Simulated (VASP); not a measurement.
All values below come from PBE GGA, VASP's PBE PAW potentials (set 64) (plane waves; VASP 6.6.1).

The input files of a VASP run:

**POSCAR**
```
PbF2
1
    0.0000000000     2.9700000000     2.9700000000
    2.9700000000     0.0000000000     2.9700000000
    2.9700000000     2.9700000000     0.0000000000
Pb F
1 2
Direct
  0.0000000000   0.0000000000   0.0000000000
  0.2500000000   0.2500000000   0.2500000000
  0.7500000000   0.7500000000   0.7500000000
```

**KPOINTS**
```
Automatic mesh
0
Gamma
6 6 6
0 0 0
```

INCAR:
```
! general
SYSTEM  = PbF2
PREC    = Accurate
ENCUT   = 520
LREAL   = .False.
LASPH   = .True.

! electronic loop
EDIFF   = 1E-6
NELM    = 100
ALGO    = Normal
LMAXMIX = 4

! smearing
ISMEAR  = 1
SIGMA   = 0.5

! functional
GGA     = PE

! ions
ISIF    = 2

! output
LWAVE   = .False.
LCHARG  = .False.
```

POTCAR, in this order: Pb_d F (PBE.64 set). Program: vasp_std.

Q: What does the run give for the energy per atom (σ→0), pressure?

A: 
- energy per atom (σ→0) = -4.776 eV/atom
- pressure = 19.3 kbar

### OSZICAR
```
...
DAV:   7    -0.143242749773E+02    0.45240E-02   -0.45066E-01   592   0.463E+00    0.155E+00
DAV:   8    -0.143209499176E+02    0.33251E-02   -0.10045E-01   582   0.398E+00    0.490E-01
DAV:   9    -0.143184622964E+02    0.24876E-02   -0.18969E-02   666   0.108E+00    0.996E-02
DAV:  10    -0.143196049812E+02   -0.11427E-02   -0.13610E-03   580   0.374E-01    0.246E-02
DAV:  11    -0.143196067914E+02   -0.18102E-05   -0.86187E-05   622   0.895E-02    0.934E-03
DAV:  12    -0.143196162025E+02   -0.94111E-05   -0.25093E-05   634   0.518E-02    0.683E-03
DAV:  13    -0.143196154771E+02    0.72533E-06   -0.56620E-06   490   0.289E-02
   1 F= -.14319615E+02 E0= -.14328086E+02  d E =0.254126E-01
```

The compound is PbF2 in the fluorite structure, the β form. The cell was not relaxed at this level. The run is one of a series of settings (ISMEAR = 1, SIGMA = 0.5 against the base run), some of them coarse on purpose.
